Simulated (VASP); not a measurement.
Level of theory: r2SCAN meta-GGA, VASP's PBE PAW potentials (set 64) (plane waves; VASP).

Input for VASP

INCAR:
```
SYSTEM=Te atom
ISYM=0
EDIFF=1E-6   ! SCF stop (eV)
LWAVE=.FALSE.
SIGMA=0.01   ! width (eV)
PREC=Normal
ISMEAR=0
NELM=200
METAGGA=R2SCAN
LMAXMIX=4   ! l cut-off of mixed one-centre charges
NUPDOWN=2
LREAL=.FALSE.
LMIXTAU=.TRUE.
MAGMOM=2
ALGO=All
LCHARG=.FALSE.
LASPH=.TRUE.   ! aspherical one-centre terms
LORBIT=10
ENCUT=520   ! plane-wave cut-off (eV)
ISPIN=2   ! spin-polarised
```

### POSCAR
```
Te atom
1.0
 12.0000000000   0.0000000000   0.0000000000
  0.0000000000  12.5000000000   0.0000000000
  0.0000000000   0.0000000000  13.0000000000
Te
1
Cart
  0.0000000000   0.0000000000   0.0000000000
```

KPOINTS:
```
Regular mesh
0
Gamma
 1 1 1
0 0 0
```

POTCAR, in this order: Te (PBE.64 set). Program: vasp_gam. Read from the step before: WAVECAR.

### Question
What will the output report for the number of irreducible k-points (NKPTS), largest plane-wave count, FFT grid (NGX, NGY, NGZ)?

### Answer

| Item | Result |
|---|---|
| number of irreducible k-points (NKPTS) | 1 |
| largest plane-wave count | 26244 |
| FFT grid (NGX, NGY, NGZ) | 70 × 70 × 80 |

The cell is a free atom in a box.
